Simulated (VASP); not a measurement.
ZnB: band structure with r2SCAN

Crystal: ZnB.

```
Zn B
1.0
     2.80737    0.00000    0.00000
     0.00000    2.80737    0.00000
     0.00000    0.00000    2.80737
Zn B
1 1
Direct
  0.00000 0.00000 0.00000
  0.50000 0.50000 0.50000
```

The cell was built by a generator and needn't be a form met in nature.

| Item | Value |
| --- | --- |
| Program | VASP 6.6.1 |
| Task | band structure |
| Functional | r2SCAN |
| Potentials or basis | VASP PAW PBE potentials, release 64 (Zn, B) |
| Cutoff | 520 eV |
| k mesh | 9 × 9 × 9 |
| Occupations | fermi-dirac, width 0.05 eV |
| Spin | no spin polarisation |
| Further INCAR settings | ALGO = Normal; EDIFF = 1e-06; NBANDS = 14 |

```json
{
 "Pressure": "-1.9 GPa",
 "Band gap along the path": "none (metal or under the smearing width)"
}
```

Levels at the corners of the path, in eV from the Fermi level:
```tsv
point	band 5	band 6	band 7	band 8	band 9	band 10	band 11	band 12
Γ	-7.80	-7.80	1.96	1.96	1.96	7.68	9.91	9.91
X	-8.17	-7.76	-6.48	4.63	4.63	10.58	10.74	11.84
X	-8.17	-7.76	-6.48	4.63	4.63	10.58	10.74	11.84
M	-7.55	-4.95	-4.95	-3.44	-0.47	5.30	13.08	13.08
M	-7.55	-4.95	-4.95	-3.44	-0.47	5.30	13.08	13.08
Γ	-7.80	-7.80	1.96	1.96	1.96	7.68	9.91	9.91
Γ	-7.80	-7.80	1.96	1.96	1.96	7.68	9.91	9.91
R	-7.53	-2.09	-0.13	-0.13	-0.13	2.42	2.42	2.42
R	-7.53	-2.09	-0.13	-0.13	-0.13	2.42	2.42	2.42
X	-8.17	-7.76	-6.48	4.63	4.63	10.58	10.74	11.84
M	-7.55	-4.95	-4.95	-3.44	-0.47	5.30	13.08	13.08
R	-7.53	-2.09	-0.13	-0.13	-0.13	2.42	2.42	2.42
```

It took 25 s on 1 thread of Intel(R) Xeon(R) 6975P-C (Granite Rapids), with other jobs on the host, peak memory 0.15 GiB.

Caveat: the PAW data sets were made with another functional, which shifts forces and pressure a little.
